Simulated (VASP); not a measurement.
Set up this calculation in VASP 6.6.1, as the native input.

* Task: relaxation of cell and atoms
* Functional: PBE
* Potentials or basis: VASP PAW PBE potentials, release 64 (Al, Ga_d, P)
* Cutoff: 520 eV
* k mesh: 3 × 3 × 2
* Occupations: gaussian, width 0.15 eV
* Spin: no spin polarisation
* Further INCAR settings: PREC = Normal; ALGO = Fast; EDIFF = 0.0001; IBRION = 2; EDIFFG = -0.08; NSW = 24; ISIF = 3

The structure of Al2GaP3 lies in POSCAR:

```
Al2GaP3
1.0
    4.3178825300      0.0000000000      0.0000000000
    0.0000000000      4.3178825300      0.0000000000
    0.0000000000      0.0000000000      6.4141273000
Al Ga P
2 1 3
Direct
    0.0000000000      0.5000000000      0.5000000000
    0.5000000000      0.0000000000      0.5000000000
    0.0000000000      0.0000000000      0.5000000000
    0.0000000000      0.0000000000      0.8491350400
    0.0000000000      0.0000000000      0.1508649600
    0.5000000000      0.5000000000      0.0000000000
```

The cell was built by a generator and needn't be a form met in nature.

The input as run:

INCAR

```
SYSTEM = Al2GaP3
PREC = Normal
ENCUT = 520
EDIFF = 1E-4
ISMEAR = 0
SIGMA = 0.15
LREAL = .False.
LASPH = .True.
NELM = 60
ALGO = Fast
ISIF = 3
LWAVE = .False.
LCHARG = .False.
GGA = PE
IBRION = 2
NSW = 24
EDIFFG = -0.08
```

KPOINTS

```
regular mesh
0
Gamma
  3 3 2
  0 0 0
```

Potentials or basis: VASP PAW PBE potentials, release 64 (Al, Ga_d, P).

The run is started by

```sh
$ cat potpaw_PBE.64/Al/POTCAR potpaw_PBE.64/Ga_d/POTCAR potpaw_PBE.64/P/POTCAR > POTCAR
$ mpirun -np 1 vasp_std > vasp.out
```

It gave:

```json
{
  "Relaxed volume": "26.75 Å³/atom",
  "Relaxed cell": "a = 4.796 Å, b = 4.796 Å, c = 6.979 Å, α = 90.00°, β = 90.00°, γ = 90.00°",
  "Space group after relaxing (to 0.05 Å)": "P4/mmm (No. 123)",
  "Energy gained by relaxing": "271.3 meV/atom",
  "Ionic steps": "11",
  "Pressure after relaxing": "0.1 GPa",
  "Largest force after relaxing": "0.016 eV/Å",
  "Band gap on the k mesh": "none (metal or under the smearing width)"
}
```

Caveat: the k mesh is coarse (spacing up to 0.49 Å⁻¹), so the values aren't converged; the volume moved by over 15 % at a fixed basis, so the end points are rough; the relaxation stopped at a loose force limit of 0.08 eV/Å, so its end isn't a converged minimum.

Wall time 40 s on 1 thread of Intel(R) Xeon(R) Platinum 8488C (Sapphire Rapids) (shared host), peak memory 0.16 GiB.
